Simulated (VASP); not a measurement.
Data:

```
Nb
1.0
   -1.64811     1.64811     1.64811
    1.64811    -1.64811     1.64811
    1.64811     1.64811    -1.64811
Nb
1
Cartesian
  0.00000   0.00000   0.00000
```

Calculation: TPSS meta-GGA, VASP's PBE PAW potentials (set 64) (plane waves; VASP). Run with 520 eV cut-off, 17×17×17 Γ-centred mesh, tetrahedra with Blöchl corrections, potentials Nb_sv.

Task: Give the energies of bands 5 to 9 at the high-symmetry points, in eV from the Fermi level.

Result: 
```tsv
band	Γ	H	N	P
5	-5.91	-3.77	-3.74	-1.10
6	0.39	-3.77	-1.67	-1.10
7	0.39	5.70	2.29	-1.10
8	0.39	5.70	3.40	4.24
9	3.35	5.70	4.10	4.24
```

It has no gap at this level: it comes out as a metal or semimetal.

The compound is Nb in the bcc structure. It was relaxed first.
